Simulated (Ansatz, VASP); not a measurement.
# InH: VASP beside Ansatz, part 2 of 2

Aim: how closely do two programs agree when they are given the same cell, functional and k mesh? The cell is generated by rule, not measured, and may not be a known phase. The cell is taken from a series of runs on this material, whose earlier steps may have relaxed, scaled, displaced or heated it; both programs get it as it stands.

VASP 6.6.1 and Ansatz 0.2.0.

So far: Starting point; Ansatz: zone-centre phonons, PBE.

### 3. VASP: zone-centre phonons, PBE

Level of this step: PBE; plane waves and PAW (In_d, H); invented cell (VASP).

The same cell, functional, mesh and smearing now go to VASP, with its own data sets.

Lines of VASP's logs that name or quote its potential files are left out, and so is its time.

INCAR reads:

```
SYSTEM = InH
PREC = Accurate
ENCUT = 500
EDIFF = 1E-08
NELM = 120
ISMEAR = 1
SIGMA = 0.15
LREAL = .FALSE.
ALGO = Normal
GGA = PE
NBANDS = 20
LORBIT = 11
LWAVE = .FALSE.
LCHARG = .FALSE.
ISIF = 2
IBRION = 8
LASPH = .TRUE.
GGA_COMPAT = .FALSE.
KPAR = 2
```

POSCAR reads:

```
InH
1.0
    3.7721968407      0.0000025310      0.0000000000
   -1.8861006122      3.2668170266      0.0000000000
    0.0000000000      0.0000000000      5.8913884265
In H
2 2
Direct
    0.3333333333      0.6666666667      0.2500000000
    0.6666666667      0.3333333333      0.7500000000
    0.6666666667      0.3333333333      0.2500000000
    0.3333333333      0.6666666667      0.7500000000
```

KPOINTS reads:

```
Automatic mesh
0
Gamma
12 12 6
0 0 0
```

PAW data sets: In_d and H (PBE family, release 64).

Command:

```console
> mpirun -np 2 vasp_std
```

Numbers of over 12 decimals in the logs are rounded to 6 here.

Log:

```text
[banner, memory and clock lines left out]
running    2 mpi-ranks, on    1 nodes
 distrk:  each k-point on    1 cores,    2 groups
 distr:  one band on    1 cores,    1 groups

 POSCAR found type information on POSCAR InH
 POSCAR found :  2 types and       4 ions
 LDA part: xc-table for (Slater+PW92), standard interpolation
 POSCAR, INCAR and KPOINTS ok, starting setup
 FFT: planning ... GRIDC
 FFT: planning ... GRID_SOFT
 FFT: planning ... GRID
 WAVECAR not read
 entering main loop
       N       E                     dE             d eps       ncg     rms          rms(c)
DAV:   1     0.215906591165E+03    0.21591E+03   -0.13603E+04  3048   0.170E+03
DAV:   2     0.671673667039E+01   -0.20919E+03   -0.20503E+03  3048   0.376E+02
DAV:   3    -0.992901147037E+01   -0.16646E+02   -0.16425E+02  3676   0.123E+02
DAV:   4    -0.104722166696E+02   -0.54321E+00   -0.54227E+00  3480   0.246E+01
DAV:   5    -0.105016902648E+02   -0.29474E-01   -0.29472E-01  4496   0.488E+00    0.451E+00
DAV:   6    -0.100066655617E+02    0.49502E+00   -0.54245E-01  4044   0.716E+00    0.195E+00
DAV:   7    -0.993711525931E+01    0.69550E-01   -0.40424E-01  4256   0.348E+00    0.717E-01
DAV:   8    -0.993958700478E+01   -0.24717E-02   -0.27333E-02  3336   0.127E+00    0.310E-01
DAV:   9    -0.994022533764E+01   -0.63833E-03   -0.20323E-03  4324   0.570E-01    0.149E-01
DAV:  10    -0.994027877423E+01   -0.53437E-04   -0.37018E-04  4000   0.264E-01    0.790E-02
DAV:  11    -0.994028724886E+01   -0.84746E-05   -0.40238E-05  3480   0.456E-02    0.583E-02
DAV:  12    -0.994028951473E+01   -0.22659E-05   -0.89806E-06  3660   0.311E-02    0.842E-03
DAV:  13    -0.994028915856E+01    0.35617E-06   -0.11933E-06  3160   0.769E-03    0.402E-03
DAV:  14    -0.994028896654E+01    0.19202E-06   -0.42706E-07  3620   0.314E-03    0.142E-03
DAV:  15    -0.994028903158E+01   -0.65039E-07   -0.92800E-08  2592   0.201E-03    0.510E-04
DAV:  16    -0.994028903722E+01   -0.56430E-08   -0.10695E-08  1952   0.689E-04
   1 F= -.99402890E+01 E0= -.99403082E+01  d E =0.576052E-04
 Linear response reoptimize wavefunctions to high precision
DAV:   1    -0.994028904288E+01   -0.56589E-08   -0.42790E-09  2504   0.757E-04
DAV:   2    -0.994028904296E+01   -0.80945E-10   -0.67945E-10  1628   0.215E-04
 Linear response DOF=           4
 Linear response progress:
  Degree of freedom:   1/  4
       N       E                     dE             d eps       ncg     rms          rms(c)
RMM:   1    -0.231344977207E+00   -0.23134E+00   -0.17677E-01 16239   0.409E+00
RMM:   2    -0.233726004747E+00   -0.23810E-02   -0.92084E-03 19687   0.877E-01    0.624E-02
RMM:   3    -0.233619665023E+00    0.10634E-03   -0.10940E-03 20580   0.253E-01    0.308E-02
RMM:   4    -0.233414352541E+00    0.20531E-03   -0.77876E-05 20868   0.811E-02    0.189E-02
RMM:   5    -0.233332891993E+00    0.81461E-04   -0.14613E-05 21040   0.313E-02    0.539E-03
RMM:   6    -0.233308146869E+00    0.24745E-04   -0.21286E-06 21586   0.125E-02    0.162E-03
RMM:   7    -0.233308110959E+00    0.35910E-07   -0.51932E-07 22108   0.483E-03    0.593E-04
RMM:   8    -0.233308736386E+00   -0.62543E-06    0.23740E-07 22757   0.204E-03    0.269E-04
RMM:   9    -0.233306750426E+00    0.19860E-05    0.39047E-08 22296   0.958E-04    0.139E-04
RMM:  10    -0.233306109827E+00    0.64060E-06    0.21846E-07 23089   0.488E-04    0.110E-04
RMM:  11    -0.233305938327E+00    0.17150E-06    0.24827E-07 22726   0.266E-04    0.546E-05
RMM:  12    -0.233306042912E+00   -0.10458E-06    0.15431E-07 23674   0.147E-04    0.269E-05
RMM:  13    -0.233306178704E+00   -0.13579E-06    0.95255E-08 22847   0.808E-05    0.168E-05
RMM:  14    -0.233306167436E+00    0.11269E-07    0.41376E-08 22820   0.465E-05    0.663E-06
RMM:  15    -0.233306204180E+00   -0.36745E-07    0.33475E-08 22338   0.294E-05    0.269E-05
RMM:  16    -0.233306206072E+00   -0.18913E-08    0.17462E-08 19327   0.181E-05    0.420E-05
 first order change of Fermi-energy   0.55812E-05
 force on displaced ion       1 direction 1 :  -1.124  -0.001   0.000
 Linear response progress:
  Degree of freedom:   2/  4
       N       E                     dE             d eps       ncg     rms          rms(c)
RMM:   1    -0.242898328276E+00   -0.24290E+00   -0.15201E-01  5394   0.434E+00
RMM:   2    -0.245551178909E+00   -0.26529E-02   -0.88149E-03  6593   0.896E-01    0.575E-02
RMM:   3    -0.245914410371E+00   -0.36323E-03   -0.18455E-03  6946   0.278E-01    0.129E-02
RMM:   4    -0.245790276244E+00    0.12413E-03    0.23044E-04  7127   0.940E-02    0.185E-02
RMM:   5    -0.245836458820E+00   -0.46183E-04   -0.22088E-04  7263   0.361E-02    0.152E-02
RMM:   6    -0.245780406951E+00    0.56052E-04    0.18303E-05  7072   0.158E-02    0.575E-03
RMM:   7    -0.245792173252E+00   -0.11766E-04   -0.40346E-05  7035   0.658E-03    0.225E-03
RMM:   8    -0.245787221239E+00    0.49520E-05   -0.18810E-05  7276   0.334E-03    0.637E-04
RMM:   9    -0.245782553836E+00    0.46674E-05    0.47496E-07  7364   0.160E-03    0.219E-04
RMM:  10    -0.245782602684E+00   -0.48848E-07    0.79483E-08  7547   0.686E-04    0.153E-04
RMM:  11    -0.245782474167E+00    0.12852E-06    0.15574E-06  7562   0.389E-04    0.663E-05
RMM:  12    -0.245782674060E+00   -0.19989E-06   -0.84633E-07  7685   0.186E-04    0.106E-04
RMM:  13    -0.245782695033E+00   -0.20972E-07   -0.11804E-07  7326   0.106E-04    0.886E-05
RMM:  14    -0.245782632261E+00    0.62772E-07    0.17200E-07  7725   0.522E-05    0.615E-05
RMM:  15    -0.245782667857E+00   -0.35597E-07   -0.19317E-07  7713   0.266E-05    0.631E-05
RMM:  16    -0.245782632947E+00    0.34911E-07   -0.48019E-08  7443   0.159E-05    0.595E-05
RMM:  17    -0.245782617177E+00    0.15769E-07   -0.10162E-07  7285   0.153E-05    0.586E-05
 first order change of Fermi-energy   0.24812E-03
 force on displaced ion       1 direction 3 :  -0.000   0.000  -0.313
 Linear response progress:
  Degree of freedom:   3/  4
       N       E                     dE             d eps       ncg     rms          rms(c)
RMM:   1    -0.151176081747E-01   -0.15118E-01    0.90768E-03 20622   0.688E-01
RMM:   2    -0.150874373415E-01    0.30171E-04   -0.85252E-04 17071   0.203E-01    0.785E-02
RMM:   3    -0.153835319177E-01   -0.29609E-03   -0.12635E-04 19980   0.813E-02    0.428E-02
RMM:   4    -0.159046424947E-01   -0.52111E-03   -0.58239E-05 17955   0.464E-02    0.392E-03
RMM:   5    -0.159465785859E-01   -0.41936E-04   -0.58197E-06 21624   0.172E-02    0.459E-03
RMM:   6    -0.159463083036E-01    0.27028E-06   -0.93839E-07 22018   0.496E-03    0.440E-03
RMM:   7    -0.159518284598E-01   -0.55202E-05   -0.10495E-07 22091   0.180E-03    0.288E-03
RMM:   8    -0.159612400730E-01   -0.94116E-05   -0.61516E-08 20729   0.143E-03    0.348E-03
RMM:   9    -0.159614124718E-01   -0.17240E-06    0.90502E-08 21665   0.548E-04    0.117E-03
RMM:  10    -0.159613855153E-01    0.26957E-07    0.86121E-08 22708   0.191E-04    0.138E-03
RMM:  11    -0.159614531444E-01   -0.67629E-07   -0.32094E-09 21040   0.105E-04    0.984E-05
RMM:  12    -0.159615980552E-01   -0.14491E-06    0.35223E-09 21019   0.508E-05    0.416E-04
RMM:  13    -0.159616057156E-01   -0.76604E-08    0.72261E-10 21266   0.298E-05    0.199E-04
 first order change of Fermi-energy   0.12415E-04
 force on displaced ion       3 direction 1 :  -0.760  -0.000   0.000
 Linear response progress:
  Degree of freedom:   4/  4
       N       E                     dE             d eps       ncg     rms          rms(c)
RMM:   1    -0.155758407851E-01   -0.15576E-01   -0.31574E-03  6351   0.505E-01
RMM:   2    -0.153440122296E-01    0.23183E-03   -0.82866E-04  5871   0.165E-01    0.587E-02
RMM:   3    -0.156680302752E-01   -0.32402E-03   -0.12726E-04  6986   0.655E-02    0.347E-02
RMM:   4    -0.162384134000E-01   -0.57038E-03   -0.63679E-05  6849   0.350E-02    0.679E-03
RMM:   5    -0.162980307157E-01   -0.59617E-04   -0.80157E-06  7255   0.117E-02    0.261E-03
RMM:   6    -0.162807606346E-01    0.17270E-04   -0.17569E-06  7067   0.418E-03    0.169E-03
RMM:   7    -0.162841086047E-01   -0.33480E-05    0.10471E-06  7339   0.151E-03    0.932E-04
RMM:   8    -0.162900012558E-01   -0.58927E-05   -0.19453E-07  6846   0.486E-04    0.201E-04
RMM:   9    -0.162901573791E-01   -0.15612E-06    0.23654E-07  7484   0.262E-04    0.566E-05
RMM:  10    -0.162902077231E-01   -0.50344E-07   -0.75298E-08  7592   0.740E-05    0.227E-05
RMM:  11    -0.162902056807E-01    0.20424E-08    0.94346E-09  7328   0.273E-05    0.176E-05
 first order change of Fermi-energy  -0.14167E-03
 force on displaced ion       3 direction 3 :  -0.000  -0.000   1.410
 Linear response finished
```

OUTCAR, selected parts (step 3):

```text
ion  position               nearest neighbor table
   1  0.333  0.667  0.250-   3 2.18   3 2.18   3 2.18   2 3.66   2 3.66   2 3.66   2 3.66   2 3.66
                             2 3.66
   2  0.667  0.333  0.750-   4 2.18   4 2.18   4 2.18   1 3.66   1 3.66   1 3.66   1 3.66   1 3.66
                             1 3.66
   3  0.667  0.333  0.250-   1 2.18   1 2.18   1 2.18
   4  0.333  0.667  0.750-   2 2.18   2 2.18   2 2.18

  LATTYP: Found a hexagonal cell.
 ALAT       =     3.7721968407
 C/A-ratio  =     1.5617924184

 Subroutine GETGRP returns: Found 24 space group operations
 (whereof 12 operations were pure point group operations)

The static configuration has the point symmetry D_3d.
 The point group associated with its full space group is D_6h.

 Found     76 irreducible k-points:

   k-points           NKPTS =     76   k-points in BZ     NKDIM =     76   number of bands    NBANDS=     20

   dimension x,y,z NGX =    28 NGY =   28 NGZ =   48
   dimension x,y,z NGXF=    56 NGYF=   56 NGZF=   96

   ENCUT  =  500.0 eV  36.75 Ry    6.06 a.u.   6.88  6.88 10.74*2*pi/ulx,y,z

   NELECT =      28.0000    total number of electrons

 k-points in reciprocal lattice and weights: Automatic mesh
   0.00000000  0.00000000  0.00000000       0.001
   0.08333333  0.00000000  0.00000000       0.007
   0.16666667 -0.00000000  0.00000000       0.007
   0.25000000  0.00000000  0.00000000       0.007
   0.33333333 -0.00000000  0.00000000       0.007
   0.41666667  0.00000000  0.00000000       0.007
   0.50000000  0.00000000  0.00000000       0.003
   0.08333333  0.08333333  0.00000000       0.007
   0.16666667  0.08333333  0.00000000       0.014
[...]
0.33333333  0.25000000  0.50000000       0.014
   0.33333333  0.33333333  0.50000000       0.002

 average (electrostatic) potential at core
       1 -96.3365       2 -96.3365       3 -32.1927       4 -32.1927

  Total       -0.0372371     -0.0372371     -0.0362344     -0.0000000      0.0000000      0.0000000
  in kB       -0.8217676     -0.8217676     -0.7996398     -0.0000000      0.0000000      0.0000000
  external PRESSURE =      -0.8143916 kB  Pullay stress =       0.0000000 kB

  energy-cutoff  :      500.00
  volume of cell :       72.60
      direct lattice vectors                 reciprocal lattice vectors
     3.772196841  0.000002531  0.000000000     0.265097410  0.153054298  0.000000000
    -1.886100612  3.266817027  0.000000000    -0.000000205  0.306108241  0.000000000
     0.000000000  0.000000000  5.891388426     0.000000000  0.000000000  0.169739275

 POSITION                                       TOTAL-FORCE (eV/Angst)
 -----------------------------------------------------------------------------------
     -0.00000      2.17788      1.47285        -0.000000     -0.000000     -0.000000
      1.88610      1.08894      4.41854         0.000000      0.000000      0.000000
      1.88610      1.08894      1.47285         0.000000     -0.000000      0.000000
     -0.00000      2.17788      4.41854         0.000000     -0.000000      0.000000
 -----------------------------------------------------------------------------------
    total drift:                               -0.000000      0.000000      0.000000

 Eigenvectors and eigenvalues of the dynamical matrix
 ----------------------------------------------------

   1 f  =   14.714944 THz    92.456723 2PiTHz  490.837712 cm-1    60.856093 meV
             X         Y         Z           dx          dy          dz
     -0.000001  2.177879  1.472847     0.053558    0.037705   -0.000000
      1.886098  1.088941  4.418541     0.053558    0.037705   -0.000000
      1.886098  1.088941  1.472847    -0.575712   -0.405297   -0.000000
     -0.000001  2.177879  4.418541    -0.575712   -0.405297   -0.000000

   2 f  =   14.714944 THz    92.456723 2PiTHz  490.837712 cm-1    60.856093 meV
             X         Y         Z           dx          dy          dz
     -0.000001  2.177879  1.472847    -0.037705    0.053558    0.000000
      1.886098  1.088941  4.418541    -0.037705    0.053558    0.000000
      1.886098  1.088941  1.472847     0.405297   -0.575712   -0.000000
     -0.000001  2.177879  4.418541     0.405297   -0.575712   -0.000000

   3 f  =   12.795700 THz    80.397754 2PiTHz  426.818606 cm-1    52.918739 meV
             X         Y         Z           dx          dy          dz
     -0.000001  2.177879  1.472847     0.115531    0.081331   -0.000000
      1.886098  1.088941  4.418541    -0.115531   -0.081331    0.000000
      1.886098  1.088941  1.472847    -0.566543   -0.398832    0.000000
     -0.000001  2.177879  4.418541     0.566543    0.398832    0.000000

   4 f  =   12.795700 THz    80.397754 2PiTHz  426.818606 cm-1    52.918739 meV
             X         Y         Z           dx          dy          dz
     -0.000001  2.177879  1.472847    -0.081331    0.115531   -0.000000
      1.886098  1.088941  4.418541     0.081331   -0.115531   -0.000000
      1.886098  1.088941  1.472847     0.398832   -0.566543    0.000000
     -0.000001  2.177879  4.418541    -0.398832    0.566543    0.000000

   5 f  =    2.013594 THz    12.651785 2PiTHz   67.166270 cm-1     8.327552 meV
             X         Y         Z           dx          dy          dz
     -0.000001  2.177879  1.472847    -0.000000   -0.000000    0.705827
      1.886098  1.088941  4.418541     0.000000   -0.000000   -0.705827
      1.886098  1.088941  1.472847    -0.000000   -0.000000    0.042522
     -0.000001  2.177879  4.418541    -0.000000   -0.000000   -0.042522

   6 f  =    0.006043 THz     0.037970 2PiTHz    0.201574 cm-1     0.024992 meV
             X         Y         Z           dx          dy          dz
     -0.000001  2.177879  1.472847     0.000000    0.000000   -0.703984
      1.886098  1.088941  4.418541     0.000000    0.000000   -0.703984
      1.886098  1.088941  1.472847     0.000000    0.000000   -0.066382
     -0.000001  2.177879  4.418541     0.000000    0.000000   -0.066382

   7 f/i=    0.004289 THz     0.026949 2PiTHz    0.143067 cm-1     0.017738 meV
             X         Y         Z           dx          dy          dz
     -0.000001  2.177879  1.472847     0.382616    0.591028    0.000000
      1.886098  1.088941  4.418541     0.382616    0.591028    0.000000
      1.886098  1.088941  1.472847     0.035595    0.054983    0.000000
     -0.000001  2.177879  4.418541     0.035595    0.054983    0.000000

   8 f/i=    0.004289 THz     0.026949 2PiTHz    0.143067 cm-1     0.017738 meV
             X         Y         Z           dx          dy          dz
     -0.000001  2.177879  1.472847    -0.591028    0.382616   -0.000000
      1.886098  1.088941  4.418541    -0.591028    0.382616   -0.000000
      1.886098  1.088941  1.472847    -0.054983    0.035595   -0.000000
     -0.000001  2.177879  4.418541    -0.054983    0.035595   -0.000000

   9 f/i=    1.938841 THz    12.182100 2PiTHz   64.672787 cm-1     8.018400 meV
             X         Y         Z           dx          dy          dz
     -0.000001  2.177879  1.472847     0.398828   -0.566546   -0.000000
      1.886098  1.088941  4.418541    -0.398828    0.566546   -0.000000
      1.886098  1.088941  1.472847     0.081330   -0.115532    0.000000
     -0.000001  2.177879  4.418541    -0.081330    0.115532    0.000000

  10 f/i=    1.938841 THz    12.182100 2PiTHz   64.672787 cm-1     8.018400 meV
             X         Y         Z           dx          dy          dz
     -0.000001  2.177879  1.472847    -0.566546   -0.398828    0.000000
      1.886098  1.088941  4.418541     0.566546    0.398828    0.000000
      1.886098  1.088941  1.472847    -0.115532   -0.081330    0.000000
     -0.000001  2.177879  4.418541     0.115532    0.081330    0.000000

  11 f/i=    6.279640 THz    39.456145 2PiTHz  209.466258 cm-1    25.970494 meV
             X         Y         Z           dx          dy          dz
     -0.000001  2.177879  1.472847     0.000000    0.000000   -0.066382
      1.886098  1.088941  4.418541    -0.000000   -0.000000   -0.066382
      1.886098  1.088941  1.472847     0.000000    0.000000    0.703984
     -0.000001  2.177879  4.418541    -0.000000   -0.000000    0.703984

  12 f/i=   25.540193 THz   160.473768 2PiTHz  851.929149 cm-1   105.625705 meV
             X         Y         Z           dx          dy          dz
     -0.000001  2.177879  1.472847    -0.000000   -0.000000    0.042522
      1.886098  1.088941  4.418541     0.000000    0.000000   -0.042522
      1.886098  1.088941  1.472847    -0.000000   -0.000000   -0.705827
     -0.000001  2.177879  4.418541     0.000000    0.000000    0.705827

 ELASTIC MODULI CONTR FROM IONIC RELAXATION (kBar)
 Direction    XX          YY          ZZ          XY          YZ          ZX
 --------------------------------------------------------------------------------
 XX         -95.1248     95.1248      0.0000     -0.0000     -0.0000      0.0000
 YY          95.1248    -95.1248     -0.0000     -0.0000      0.0000     -0.0000
 ZZ           0.0000     -0.0000     -0.0000     -0.0000     -0.0000      0.0000
 XY          -0.0000     -0.0000     -0.0000    -95.1248     -0.0000      0.0000
 YZ          -0.0000      0.0000     -0.0000     -0.0000     -0.0000      0.0000
 ZX           0.0000     -0.0000      0.0000      0.0000      0.0000     -0.0000
 --------------------------------------------------------------------------------
```

### 4. Side by side

Known differences besides the potentials themselves: the cutoff is 420 eV in Ansatz and 500 eV in VASP. Total energies have different zeros and are not compared.

Compared:

```tsv
quantity	Ansatz	VASP	difference
optical mode 1 (imaginary, printed as negative) (cm⁻¹)	-851.1	-851.9	+0.8
optical mode 2 (imaginary, printed as negative) (cm⁻¹)	-206.6	-209.5	+2.9
optical mode 3 to 4 (imaginary, printed as negative) (cm⁻¹)	-64.4	-64.7	+0.3
optical mode 5 (cm⁻¹)	66.2	67.2	-1.48 %
optical mode 6 to 7 (cm⁻¹)	424.6	426.8	-0.52 %
optical mode 8 to 9 (cm⁻¹)	487.9	490.8	-0.59 %
```

Modes are paired by rising frequency, not by their patterns, so a pair may set unlike modes beside each other; they are those without the splitting of longitudinal modes.

### 5. Results

```yaml
r_m_s_difference_of_the_optical_zone_centre_modes_each_program_s_sorted_by_frequency_zone_centre_phonons_pbe: 2.0 cm⁻¹
difference_in_optical_mode_5_zone_centre_phonons_pbe: -1.5 %
```

What this shows: The r.m.s. difference of the optical zone-centre modes, each program's sorted by frequency is 2.0 cm⁻¹ (zone-centre phonons, PBE). Among the rows given in per cent, the largest difference of the zone-centre phonons, PBE pair is in optical mode 5, -1.5 %. Such differences can come from data sets, numerical settings and the points named under the comparisons, not from the functional's error against experiment.

[Lines on the potential files, build, host, timing and source positions are cut from VASP's logs without a mark.]

[Logs are printed without paths, hosts, clocks, repeated set-up lines and the standing remarks that a program may print on its own settings, such as how far it seeks lower states.]

[Hosts, paths, dates, database ids (printed as entryN), source tags and the programs' standing remarks are cut or masked in the printed files.]
